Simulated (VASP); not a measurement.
LiH: band gap by level of theory

```xyz
2
Lattice="9.0000 0.0000 0.0000 0.0000 9.0000 0.0000 0.0000 0.0000 11.0000" Properties=species:S:1:pos:R:3 pbc="T T T"
Li    4.5130    4.5210    4.7361
H     4.5130    4.5210    6.3319
```

| rung | level | program and potentials | cutoff (eV) | k mesh | task | band gap (eV) | notes |
| --- | --- | --- | --- | --- | --- | --- | --- |
| GGA | PBE | VASP, PBE PAW files H, Li_sv, 520 eV | 520 | 1 × 1 × 1 | electron localisation function | 2.79 | - |
| GGA + dispersion | PBE+TS | VASP, PBE PAW files H, Li_sv, 520 eV | 520 | 1 × 1 × 1 | atomic charges | 2.79 | - |
| hybrid + dispersion | B3LYP+TS | VASP, PBE PAW files H, Li_sv, 520 eV | 520 | 1 × 1 × 1 | single point | 3.97 | potentials made for PBE |
| hybrid + dispersion | PBE0+TS | VASP, PBE PAW files H_h, Li_sv, 900 eV | 900 | 1 × 1 × 1 | single point | 4.34 | potentials made for PBE |

All rows: no spin polarisation. Gaps are the least found on the k mesh or the band path, and a mesh can miss the band edges. The cell was made for these runs and isn't a measured one. All levels ran on this one cell, unrelaxed unless noted. Meshes are those of the run's cell of 2 atoms unless a note names another. Runs on faulty files, with rough fits or with known faults for this quantity aren't shown. No row holds spin-orbit coupling.

By rung: GGA 2.79; GGA + dispersion 2.79; hybrid + dispersion 3.97 to 4.34 (eV).
